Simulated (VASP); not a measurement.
Input:

```
Bi
1.0
   -1.99582     1.99582     1.99582
    1.99582    -1.99582     1.99582
    1.99582     1.99582    -1.99582
Bi
1
Direct
  0.00000   0.00000   0.00000
```

Calculation: PBEsol GGA, VASP's PBE PAW potentials (set 64) (plane waves; VASP). Numerical set-up: 400 eV cut-off, 12×12×12 Γ-centred mesh, first-order Methfessel-Paxton smearing of 0.10 eV, potentials Bi_d.

Energy and stress use the plane-wave basis of the starting cell.

Problem. The ions, cell shape and volume are relaxed. Which structure does the run end with?

Solution. 
```
Bi
1.0
   -1.95425     1.95425     1.95425
    1.95425    -1.95425     1.95425
    1.95425     1.95425    -1.95425
Bi
1
Direct
  0.00000   0.00000   0.00000
```
Space group Im-3m (229), at a tolerance of 0.03 Å.

Problem. How do energy and volume change from the first to the last step?

Solution. The energy (σ→0) changes by -20.9 meV/atom and the volume by -6.1 %, in 3 ionic steps.

The structure was generated: Bi was put into the bcc type (Im-3m), which need not be its known phase. This run relaxes it. Symmetry was kept, so distortions that lower it aren't found.
